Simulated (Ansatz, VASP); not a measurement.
# Cross-check of LaYO2F2 between VASP and Ansatz, part 2 of 2

One calculation is typed for both programs; each brings its own data sets. How far apart do they land? The cell is generated by rule, not measured, and may not be a known phase. The cell is taken from a series of runs on this material, whose earlier steps may have relaxed, scaled, displaced or heated it; both programs get it as it stands.

VASP 6.6.1 and Ansatz 0.2.0.

So far: Starting point; Ansatz: zone-centre phonons, PBE with D3(BJ).

## Step 3: VASP: zone-centre phonons, PBE with D3(BJ)

Level of this step: PBE with D3(BJ); plane waves and PAW (Y_sv, La, O, F); invented cell (VASP).

The same cell, functional and mesh now go to VASP, with its own data sets.

Lines of VASP's logs that name or quote its potential files are left out, and so is its time.

INCAR reads:

```
SYSTEM = LaYO2F2
PREC = Accurate
ENCUT = 600
EDIFF = 1E-08
NELM = 200
ISMEAR = 0
SIGMA = 0.01
LREAL = .FALSE.
ALGO = Normal
GGA = PE
IVDW = 12
NBANDS = 30
LASPH = .TRUE.
LORBIT = 11
LWAVE = .FALSE.
LCHARG = .FALSE.
ISIF = 2
IBRION = 6
NFREE = 2
POTIM = 0.015
NSW = 1
GGA_COMPAT = .FALSE.
EFERMI = MIDGAP
LMAXMIX = 6
KPAR = 2
```

POSCAR reads:

```
LaYO2F2
1.0
    3.9491705737      0.0000000000      0.0000000000
    0.0000000000      3.9491705737      0.0000000000
    0.0000000000      0.0000000000      5.6693653701
Y La O F
1 1 2 2
Direct
    0.0000000000      0.5000000000      0.7105914178
    0.5000000000      0.0000000000      0.2849359094
    0.0000000000      0.0000000000      0.5133053335
    0.5000000000      0.5000000000      0.5133053335
    0.0000000000      0.0000000000      0.9889310028
    0.5000000000      0.5000000000      0.9889310028
```

KPOINTS reads:

```
Automatic mesh
0
Gamma
6 6 4
0 0 0
```

PAW data sets: Y_sv, La, O and F (PBE family, release 64).

Started as:

```
> mpirun -np 2 vasp_std
```

Numbers of over 12 decimals in the logs are rounded to 6 here.

Output:

```text
[banner, memory and clock lines left out]
running    2 mpi-ranks, on    1 nodes
 distrk:  each k-point on    1 cores,    2 groups
 distr:  one band on    1 cores,    1 groups

 POSCAR found type information on POSCAR Y LaO F
 POSCAR found :  4 types and       6 ions
 LDA part: xc-table for (Slater+PW92), standard interpolation
 POSCAR, INCAR and KPOINTS ok, starting setup
 FFT: planning ... GRIDC
 FFT: planning ... GRID_SOFT
 FFT: planning ... GRID
 WAVECAR not read
 entering main loop
       N       E                     dE             d eps       ncg     rms          rms(c)
DAV:   1     0.547099168295E+03    0.54710E+03   -0.23746E+04  2016   0.252E+03
DAV:   2     0.807174344659E+02   -0.46638E+03   -0.41332E+03  2020   0.481E+02
DAV:   3    -0.416724543821E+02   -0.12239E+03   -0.11346E+03  2486   0.199E+02
DAV:   4    -0.548308098426E+02   -0.13158E+02   -0.13041E+02  2980   0.629E+01
DAV:   5    -0.555151732120E+02   -0.68436E+00   -0.68382E+00  2864   0.138E+01    0.309E+01
DAV:   6    -0.480558445311E+02    0.74593E+01   -0.46990E+01  2602   0.410E+01    0.290E+01
DAV:   7    -0.480632617376E+02   -0.74172E-02   -0.40517E+00  2992   0.151E+01    0.177E+01
DAV:   8    -0.480742414946E+02   -0.10980E-01   -0.19763E+00  3048   0.988E+00    0.396E+00
DAV:   9    -0.480047099011E+02    0.69532E-01   -0.42593E-01  2912   0.443E+00    0.152E+00
DAV:  10    -0.480060268040E+02   -0.13169E-02   -0.22081E-01  2800   0.324E+00    0.779E-01
DAV:  11    -0.480016667971E+02    0.43600E-02   -0.39988E-02  2608   0.134E+00    0.206E-01
DAV:  12    -0.480023843107E+02   -0.71751E-03   -0.27192E-03  2572   0.334E-01    0.137E-01
DAV:  13    -0.480026157241E+02   -0.23141E-03   -0.86511E-04  3240   0.164E-01    0.578E-02
DAV:  14    -0.480026461595E+02   -0.30435E-04   -0.10309E-04  2504   0.628E-02    0.273E-02
DAV:  15    -0.480026542544E+02   -0.80949E-05   -0.16334E-05  2468   0.282E-02    0.667E-03
DAV:  16    -0.480026540702E+02    0.18420E-06   -0.60921E-06  2602   0.149E-02    0.274E-03
DAV:  17    -0.480026540956E+02   -0.25357E-07   -0.60128E-07  2940   0.508E-03    0.972E-04
DAV:  18    -0.480026541634E+02   -0.67881E-07   -0.10973E-07  2530   0.239E-03    0.567E-04
DAV:  19    -0.480026541733E+02   -0.99035E-08   -0.45106E-08  2206   0.134E-03
   1 F= -.49177995E+02 E0= -.49177995E+02  d E =0.000000E+00
[... from here on, the cycles between the ionic steps are left out ...]
   2 F= -.49177342E+02 E0= -.49177342E+02  d E =0.000000E+00
   3 F= -.49177342E+02 E0= -.49177342E+02  d E =0.000000E+00
  14 F= -.49176677E+02 E0= -.49176677E+02  d E =0.000000E+00
  15 F= -.49177173E+02 E0= -.49177173E+02  d E =0.000000E+00
  16 F= -.49177532E+02 E0= -.49177532E+02  d E =0.000000E+00
  17 F= -.49177532E+02 E0= -.49177532E+02  d E =0.000000E+00
  18 F= -.49177730E+02 E0= -.49177730E+02  d E =0.000000E+00
  19 F= -.49177730E+02 E0= -.49177730E+02  d E =0.000000E+00
  20 F= -.49177587E+02 E0= -.49177587E+02  d E =0.000000E+00
 Finite differences progress:
  Degree of freedom:  10/ 10
  Displacement:        1/  2
  Total:              19/ 20
 bond charge predicted
       N       E                     dE             d eps       ncg     rms          rms(c)
DAV:   1    -0.479921206268E+02    0.10149E-01   -0.56720E+00  2880   0.128E+01    0.302E-01
DAV:   2    -0.480022091109E+02   -0.10088E-01   -0.10461E-01  4302   0.234E+00    0.263E-01
DAV:   3    -0.480021181079E+02    0.91003E-04   -0.24485E-03  4376   0.253E-01    0.178E-01
DAV:   4    -0.480018890245E+02    0.22908E-03   -0.97278E-04  3856   0.233E-01    0.247E-02
DAV:   5    -0.480019178815E+02   -0.28857E-04   -0.26550E-04  3628   0.896E-02    0.169E-02
DAV:   6    -0.480019191495E+02   -0.12679E-05   -0.22435E-05  5120   0.300E-02    0.875E-03
DAV:   7    -0.480019182829E+02    0.86655E-06   -0.27938E-06  3960   0.148E-02    0.239E-03
DAV:   8    -0.480019183063E+02   -0.23368E-07   -0.99920E-07  3640   0.621E-03    0.129E-03
DAV:   9    -0.480019183421E+02   -0.35783E-07   -0.13482E-07  4664   0.255E-03    0.740E-04
DAV:  10    -0.480019183438E+02   -0.17299E-08   -0.14658E-08  2516   0.124E-03
  21 F= -.49177285E+02 E0= -.49177285E+02  d E =0.000000E+00
 Finite differences progress:
  Degree of freedom:  10/ 10
  Displacement:        2/  2
  Total:              20/ 20
```

OUTCAR, selected parts (step 3):

```text
ion  position               nearest neighbor table
   1  0.000  0.500  0.711-   3 2.27   4 2.27   3 2.27   4 2.27   5 2.53   5 2.53   6 2.53   6 2.53
                             2 3.69   2 3.69   2 3.69   2 3.69
   2  0.500  0.000  0.285-   3 2.36   4 2.36   4 2.36   3 2.36   5 2.59   6 2.59   6 2.59   5 2.59
                             1 3.69   1 3.69   1 3.69   1 3.69
   3  0.000  0.000  0.513-   1 2.27   1 2.27   2 2.36   2 2.36
   4  0.500  0.500  0.513-   1 2.27   1 2.27   2 2.36   2 2.36
   5  0.000  0.000  0.989-   1 2.53   1 2.53   2 2.59   2 2.59
   6  0.500  0.500  0.989-   1 2.53   1 2.53   2 2.59   2 2.59

  LATTYP: Found a simple tetragonal cell.
 ALAT       =     3.9491705737
 C/A-ratio  =     1.4355838180

 Subroutine GETGRP returns: Found  8 space group operations
 (whereof  4 operations were pure point group operations)

The static configuration has the point symmetry C_2v.
 The point group associated with its full space group is C_4v.

 Found     30 irreducible k-points:

   k-points           NKPTS =     30   k-points in BZ     NKDIM =     30   number of bands    NBANDS=     30

   dimension x,y,z NGX =    32 NGY =   32 NGZ =   48
   dimension x,y,z NGXF=    64 NGYF=   64 NGZF=   96

   ENCUT  =  600.0 eV  44.10 Ry    6.64 a.u.   7.89  7.89 11.32*2*pi/ulx,y,z

   NELECT =      48.0000    total number of electrons

 k-points in reciprocal lattice and weights: Automatic mesh
   0.00000000  0.00000000  0.00000000       0.007
   0.16666667  0.00000000  0.00000000       0.028
   0.33333333  0.00000000  0.00000000       0.028
   0.50000000  0.00000000  0.00000000       0.014
   0.16666667  0.16666667  0.00000000       0.028
   0.33333333  0.16666667  0.00000000       0.056
   0.50000000  0.16666667  0.00000000       0.028
   0.33333333  0.33333333  0.00000000       0.028
   0.50000000  0.33333333  0.00000000       0.028
[...]
0.50000000  0.33333333  0.50000000       0.028
   0.50000000  0.50000000  0.50000000       0.007

 Edisp (eV)   -1.17532

 average (electrostatic) potential at core
       1 -34.8067       2 -97.3270       3 -69.2835       4 -69.2866       5 -74.8851
       6 -74.8907

 E-fermi :   5.6416

 k-point     1 :       0.0000    0.0000    0.0000
  band No.  band energies     occupation
    ...
     20       1.4968      2.00000
     21       1.9820      2.00000
     22       2.3220      2.00000
     23       3.1242      2.00000
     24       3.1267      2.00000
     25       8.0323      0.00000
     26       8.8448      0.00000
     27       9.0119      0.00000
     28       9.0943      0.00000
     29       9.0947      0.00000
    ...

 k-point     2 :       0.1667    0.0000    0.0000
  band No.  band energies     occupation
    ...
     20       1.5127      2.00000
     21       2.1137      2.00000
     22       2.3077      2.00000
     23       2.8891      2.00000
     24       3.0831      2.00000
     25       8.2803      0.00000
     26       8.8915      0.00000
     27       8.9818      0.00000
     28       9.0653      0.00000
     29       9.1084      0.00000
    ...

 k-point     3 :       0.3333    0.0000    0.0000
  band No.  band energies     occupation
    ...
     20       1.5915      2.00000
     21       2.1543      2.00000
     22       2.3990      2.00000
     23       2.4458      2.00000
     24       3.1313      2.00000
     25       8.3200      0.00000
     26       8.9316      0.00000
     27       8.9584      0.00000
     28       9.0767      0.00000
     29       9.0848      0.00000
    ...

  FREE ENERGIE OF THE ION-ELECTRON SYSTEM (eV)
  ---------------------------------------------------
  free  energy   TOTEN  =       -49.1772847072 eV

  energy  without entropy=      -49.1772847072  energy(sigma->0) =      -49.17728471

 Eigenvectors and eigenvalues of the dynamical matrix
 ----------------------------------------------------

   1 f  =   15.285623 THz    96.042403 2PiTHz  509.873507 cm-1    63.216230 meV
             X         Y         Z           dx          dy          dz
      0.000000  1.974585  4.028602    -0.000000    0.000000   -0.135431
      1.974585  0.000000  1.615406     0.000000    0.000000   -0.110014
      0.000000  0.000000  2.910115    -0.000000   -0.000000    0.634434
      1.974585  1.974585  2.910115     0.000000    0.000000    0.634434
      0.000000  0.000000  5.606611     0.000000    0.000000   -0.286830
      1.974585  1.974585  5.606611    -0.000000   -0.000000   -0.286830

   2 f  =   14.172012 THz    89.045376 2PiTHz  472.727426 cm-1    58.610705 meV
             X         Y         Z           dx          dy          dz
      0.000000  1.974585  4.028602     0.022073   -0.004345   -0.000000
      1.974585  0.000000  1.615406    -0.044820    0.008824    0.000000
      0.000000  0.000000  2.910115     0.731096    0.128380   -0.000000
      1.974585  1.974585  2.910115    -0.652102   -0.143931    0.000000
      0.000000  0.000000  5.606611    -0.014551   -0.003069   -0.000000
      1.974585  1.974585  5.606611     0.015588    0.002865   -0.000000

   3 f  =   14.172012 THz    89.045376 2PiTHz  472.727426 cm-1    58.610705 meV
             X         Y         Z           dx          dy          dz
      0.000000  1.974585  4.028602    -0.004345   -0.022073   -0.000000
      1.974585  0.000000  1.615406     0.008824    0.044820   -0.000000
      0.000000  0.000000  2.910115    -0.143931    0.652102    0.000000
      1.974585  1.974585  2.910115     0.128380   -0.731096    0.000000
      0.000000  0.000000  5.606611     0.002865   -0.015588   -0.000000
      1.974585  1.974585  5.606611    -0.003069    0.014551   -0.000000

   4 f  =   11.434162 THz    71.842959 2PiTHz  381.402590 cm-1    47.287873 meV
             X         Y         Z           dx          dy          dz
      0.000000  1.974585  4.028602    -0.000000   -0.000000    0.000000
      1.974585  0.000000  1.615406    -0.000000   -0.000000    0.000000
      0.000000  0.000000  2.910115     0.000000   -0.000000    0.591253
      1.974585  1.974585  2.910115     0.000000    0.000000   -0.591253
      0.000000  0.000000  5.606611     0.000000   -0.000000   -0.387840
      1.974585  1.974585  5.606611    -0.000000    0.000000    0.387840

   5 f  =    9.266402 THz    58.222522 2PiTHz  309.093904 cm-1    38.322743 meV
             X         Y         Z           dx          dy          dz
      0.000000  1.974585  4.028602     0.183678    0.212328   -0.000000
      1.974585  0.000000  1.615406     0.142593    0.164834   -0.000000
      0.000000  0.000000  2.910115    -0.403469   -0.524237    0.000000
      1.974585  1.974585  2.910115    -0.453500   -0.466402   -0.000000
      0.000000  0.000000  5.606611    -0.050717    0.062652   -0.000000
      1.974585  1.974585  5.606611     0.054198   -0.058627    0.000000

   6 f  =    9.266402 THz    58.222522 2PiTHz  309.093904 cm-1    38.322743 meV
             X         Y         Z           dx          dy          dz
      0.000000  1.974585  4.028602    -0.212328    0.183678    0.000000
      1.974585  0.000000  1.615406    -0.164834    0.142593    0.000000
      0.000000  0.000000  2.910115     0.466402   -0.453500   -0.000000
      1.974585  1.974585  2.910115     0.524237   -0.403469   -0.000000
      0.000000  0.000000  5.606611     0.058627    0.054198   -0.000000
      1.974585  1.974585  5.606611    -0.062652   -0.050717   -0.000000

   7 f  =    8.421631 THz    52.914666 2PiTHz  280.915363 cm-1    34.829050 meV
             X         Y         Z           dx          dy          dz
      0.000000  1.974585  4.028602    -0.019115   -0.034555   -0.000000
      1.974585  0.000000  1.615406    -0.005484   -0.009914    0.000000
      0.000000  0.000000  2.910115    -0.034909   -0.098761   -0.000000
      1.974585  1.974585  2.910115    -0.054632   -0.063107    0.000000
      0.000000  0.000000  5.606611     0.400899   -0.474808    0.000000
      1.974585  1.974585  5.606611    -0.262652    0.724723   -0.000000

   8 f  =    8.421631 THz    52.914666 2PiTHz  280.915363 cm-1    34.829050 meV
             X         Y         Z           dx          dy          dz
      0.000000  1.974585  4.028602    -0.034555    0.019115    0.000000
      1.974585  0.000000  1.615406    -0.009914    0.005484   -0.000000
      0.000000  0.000000  2.910115    -0.063107    0.054632   -0.000000
      1.974585  1.974585  2.910115    -0.098761    0.034909    0.000000
      0.000000  0.000000  5.606611     0.724723    0.262652   -0.000000
      1.974585  1.974585  5.606611    -0.474808   -0.400899   -0.000000

   9 f  =    7.577039 THz    47.607937 2PiTHz  252.742802 cm-1    31.336100 meV
             X         Y         Z           dx          dy          dz
      0.000000  1.974585  4.028602    -0.000000    0.000000   -0.800411
      1.974585  0.000000  1.615406    -0.000000    0.000000    0.591621
      0.000000  0.000000  2.910115    -0.000000    0.000000   -0.003296
      1.974585  1.974585  2.910115    -0.000000    0.000000   -0.003296
      0.000000  0.000000  5.606611     0.000000    0.000000    0.068213
      1.974585  1.974585  5.606611    -0.000000   -0.000000    0.068213

  10 f  =    7.025195 THz    44.140601 2PiTHz  234.335277 cm-1    29.053858 meV
             X         Y         Z           dx          dy          dz
      0.000000  1.974585  4.028602     0.000000    0.000000    0.206645
      1.974585  0.000000  1.615406     0.000000   -0.000000    0.413534
      0.000000  0.000000  2.910115     0.000000    0.000000   -0.209304
      1.974585  1.974585  2.910115     0.000000    0.000000   -0.209304
      0.000000  0.000000  5.606611    -0.000000    0.000000   -0.591046
      1.974585  1.974585  5.606611    -0.000000   -0.000000   -0.591046

  11 f  =    4.577585 THz    28.761812 2PiTHz  152.691784 cm-1    18.931360 meV
             X         Y         Z           dx          dy          dz
      0.000000  1.974585  4.028602     0.000000    0.000000    0.000000
      1.974585  0.000000  1.615406    -0.000000   -0.000000    0.000000
      0.000000  0.000000  2.910115    -0.000000    0.000000    0.387840
      1.974585  1.974585  2.910115     0.000000   -0.000000   -0.387840
      0.000000  0.000000  5.606611     0.000000    0.000000    0.591253
      1.974585  1.974585  5.606611     0.000000    0.000000   -0.591253

  12 f  =    4.291865 THz    26.966584 2PiTHz  143.161213 cm-1    17.749720 meV
             X         Y         Z           dx          dy          dz
      0.000000  1.974585  4.028602    -0.291796   -0.429328    0.000000
      1.974585  0.000000  1.615406     0.383448    0.564178    0.000000
      0.000000  0.000000  2.910115     0.015313   -0.030943    0.000000
      1.974585  1.974585  2.910115    -0.021031    0.022530   -0.000000
      0.000000  0.000000  5.606611    -0.165064   -0.347789    0.000000
      1.974585  1.974585  5.606611    -0.236377   -0.242864   -0.000000

  13 f  =    4.291865 THz    26.966584 2PiTHz  143.161213 cm-1    17.749720 meV
             X         Y         Z           dx          dy          dz
      0.000000  1.974585  4.028602     0.429328   -0.291796    0.000000
      1.974585  0.000000  1.615406    -0.564178    0.383448    0.000000
      0.000000  0.000000  2.910115    -0.022530   -0.021031    0.000000
      1.974585  1.974585  2.910115     0.030943    0.015313    0.000000
      0.000000  0.000000  5.606611     0.242864   -0.236377    0.000000
      1.974585  1.974585  5.606611     0.347789   -0.165064    0.000000
    [... 42 further lines ...]
      1.974585  1.974585  2.910115    -0.000000    0.000000    0.231678
      0.000000  0.000000  5.606611    -0.000000    0.000000    0.252468
      1.974585  1.974585  5.606611    -0.000000    0.000000    0.252468

 ELASTIC MODULI CONTR FROM IONIC RELAXATION (kBar)
 Direction    XX          YY          ZZ          XY          YZ          ZX
 --------------------------------------------------------------------------------
 XX        -330.7866     90.6288    -94.5531      0.0000      0.0000     -0.0000
 YY          90.6288   -330.7866    -94.5531      0.0000      0.0000     -0.0000
 ZZ         -94.5531    -94.5531    -99.3351      0.0000      0.0000     -0.0000
 XY           0.0000      0.0000      0.0000      0.0000      0.0000      0.0000
 YZ           0.0000      0.0000      0.0000      0.0000   -315.1604     -0.0000
 ZX          -0.0000     -0.0000     -0.0000      0.0000     -0.0000   -315.1604
 --------------------------------------------------------------------------------

 total charge
# of ion       s       p       d       f       tot
--------------------------------------------------
    1        2.155   6.380   0.911   0.131   9.577
    2        2.020   5.710   0.627   0.258   8.615
    3        1.560   3.497   0.000   0.000   5.057
    4        1.560   3.497   0.000   0.000   5.057
    5        1.731   4.371   0.000   0.000   6.102
    6        1.731   4.371   0.000   0.000   6.102
--------------------------------------------------
tot         10.757  27.826   1.538   0.389  40.510

[... 2 further parts left out ...]
```

The last energy, forces, stress and levels in OUTCAR belong to the last displaced cell, not to the cell of POSCAR.

Levels, forces or a CONTCAR printed for this step are those of its last displaced cell, not of the structure at rest.

## Step 4: Differences

Known differences besides the potentials themselves: fixed occupations in Ansatz, narrow Gaussian smearing in VASP; the cutoff is 420 eV in Ansatz and 600 eV in VASP; Ansatz takes the dispersion share of the force constants at frozen C6 weights, VASP differentiates the full forces; VASP uses finite displacements, Ansatz perturbation theory. Total energies have different zeros and are not compared.

Compared:

| quantity | Ansatz | VASP | difference |
| --- | --- | --- | --- |
| optical mode 1 to 2 (cm⁻¹) | 111.6 | 112.7 | -0.97 % |
| optical mode 3 to 4 (cm⁻¹) | 143.4 | 143.2 | +0.15 % |
| optical mode 5 (cm⁻¹) | 152.7 | 152.7 | -0.01 % |
| optical mode 6 (cm⁻¹) | 234.3 | 234.3 | -0.02 % |
| optical mode 7 (cm⁻¹) | 252.8 | 252.7 | +0.02 % |
| optical mode 8 to 9 (cm⁻¹) | 281.7 | 280.9 | +0.29 % |
| optical mode 10 to 11 (cm⁻¹) | 308.9 | 309.1 | -0.06 % |
| optical mode 12 (cm⁻¹) | 381.5 | 381.4 | +0.02 % |
| optical mode 13 to 14 (cm⁻¹) | 473.2 | 472.7 | +0.09 % |
| optical mode 15 (cm⁻¹) | 510.2 | 509.9 | +0.07 % |

Modes are paired by rising frequency, not by their patterns, so a pair may set unlike modes beside each other; they are those without the splitting of longitudinal modes.

## Step 5: Summary of results

```
r.m.s. difference of the optical zone-centre modes, each program's sorted by frequency (zone-centre phonons, PBE with D3(BJ)) : 0.54 cm⁻¹
difference in optical mode 1 to 2 (zone-centre phonons, PBE with D3(BJ))                                                      : -1.0 %
```

What this shows: The r.m.s. difference of the optical zone-centre modes, each program's sorted by frequency is 0.54 cm⁻¹ (zone-centre phonons, PBE with D3(BJ)). Among the rows given in per cent, the largest difference of the zone-centre phonons, PBE with D3(BJ) pair is in optical mode 1 to 2, -1.0 %. How closely two codes agree says nothing of how well the functional describes the real material.

[Lines on the potential files, build, host, timing and source positions are cut from VASP's logs without a mark.]

[Logs are printed without paths, hosts, clocks, repeated set-up lines and the standing remarks that a program may print on its own settings, such as how far it seeks lower states.]

[Hosts, paths, dates, database ids (printed as entryN), source tags and the programs' standing remarks are cut or masked in the printed files.]
